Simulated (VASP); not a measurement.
Here is the system:

```yaml
crystal:
  lattice:
    - [0.00000, 2.35668, 2.35668]
    - [2.35668, 0.00000, 2.35668]
    - [2.35668, 2.35668, 0.00000]
  atoms:
    - { symbol: Zr, position: [0.00000, 0.00000, 0.00000] }
    - { symbol: C, position: [0.50000, 0.50000, 0.50000] }
```

Calculation: r2SCAN meta-GGA with spin-orbit coupling, VASP's PBE PAW potentials (set 64) (plane waves; VASP). Settings: 520 eV cut-off, 12×12×12 Γ-centred mesh, Gaussian smearing of 0.050 eV, potentials Zr_sv C.

**Question.** Estimate the energy per atom (σ→0), band gap (over mesh and band path) with the smallest direct gap where there is one.

**Answer.** 
```json
{
  "band gap (over mesh and band path)": "none (metal, semimetal or under 0.01 eV)",
  "energy per atom (σ→0)": "-17395 meV/atom"
}
```

Only differences to runs with the same potentials and settings are physical.

The compound is ZrC in the rock salt structure. It was relaxed first.
